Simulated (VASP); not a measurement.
Method: PBEsol GGA, VASP's PBE PAW potentials (set 64) (plane waves; VASP).

VASP input:

File KPOINTS:
```
Automatic
0
G
13 13 4
0 0 0
```

POSCAR:
```
BN
1
    1.2526904821    -2.1697239507     0.0000000000
    1.2526904821     2.1697239507     0.0000000000
    0.0000000000     0.0000000000     6.8224324282
B N
2 2
Direct
  0.3333330000   0.6666670000   0.2500000000
  0.6666670000   0.3333330000   0.7500000000
  0.6666670000   0.3333330000   0.2500000000
  0.3333330000   0.6666670000   0.7500000000
```

**INCAR**
```
ALGO = Normal
CSHIFT = 0.1
EDIFF = 1E-7
ENCUT = 520
GGA = PS
ISMEAR = 0
LASPH = .True.
LCHARG = .False.
LOPTICS = .True.
LREAL = .False.
LWAVE = .False.
NBANDS = 36
NEDOS = 1001
NELM = 100
PREC = Accurate
SIGMA = 0.01
SYSTEM = BN
```

POTCAR, in this order: B N (PBE.64 set). Program: vasp_std.

Problem. What will the output report for the number of irreducible k-points (NKPTS), largest plane-wave count, number of space-group operations, FFT grid (NGX, NGY, NGZ)?

Solution. 
| Quantity | Result |
|---|---|
| number of irreducible k-points (NKPTS) | 63 |
| largest plane-wave count | 1022 |
| number of space-group operations | 24 |
| FFT grid (NGX, NGY, NGZ) | 20 × 20 × 54 |

The compound is BN in the hex structure. It was relaxed first.
